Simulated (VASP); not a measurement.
VASP ran on this input.

INCAR:
```
! general
SYSTEM  = Pt
PREC    = Accurate
ENCUT   = 520   ! plane-wave cut-off (eV)
LREAL   = .FALSE.
LASPH   = .TRUE.

! electronic loop
EDIFF   = 1E-7
NELM    = 100   ! most electronic steps
ALGO    = Normal   ! blocked Davidson
LMAXMIX = 6

! smearing
ISMEAR  = 1
SIGMA   = 0.1

! functional
GGA     = 91   ! PW91

! ions
ISIF    = 2

! output
LWAVE   = .FALSE.
LCHARG  = .FALSE.
```

POSCAR:
```
Pt
1
    0.0000000000     1.9488698283     1.9488698283
    1.9488698283     0.0000000000     1.9488698283
    1.9488698283     1.9488698283     0.0000000000
Pt
1
Direct
  0.0000000000   0.0000000000   0.0000000000
```

**KPOINTS**
```
Automatic
0
Gamma
  16 16 16
```

POTCAR, in this order: Pt (PBE.64 set). Program: vasp_std.

Question: Write an equivalent input for Quantum ESPRESSO's pw.x.

Answer: One equivalent input (not run):
```
&CONTROL
  calculation = 'scf'
  pseudo_dir = './pseudo'
  outdir = './out'
  tprnfor = .true.
  tstress = .true.
/
&SYSTEM
  ibrav = 0
  nat = 1
  ntyp = 1
  ecutwfc = 84
  occupations = 'smearing'
  smearing = 'methfessel-paxton'
  degauss = 0.00735
  input_dft = 'pw91'
/
&ELECTRONS
  conv_thr = 7.3e-09
  electron_maxstep = 100
/
ATOMIC_SPECIES
  Pt 195.084 Pt.upf
CELL_PARAMETERS angstrom
     0.0000000    1.9488698    1.9488698
     1.9488698    0.0000000    1.9488698
     1.9488698    1.9488698    0.0000000
ATOMIC_POSITIONS crystal
  Pt   0.0000000  0.0000000  0.0000000
K_POINTS automatic
  16 16 16 0 0 0
```
Limits of the translation: the potentials are each code's own (VASP's PAW set, PseudoDojo norm-conserving files in pw.x), so ENCUT and ecutwfc are chosen apart and not converted; conv_thr bounds pw.x's estimated SCF error, while EDIFF bounds the energy change between steps.

The compound is Pt in the fcc structure. This cell is one point of a volume scan, at 0.94 of the reference volume.
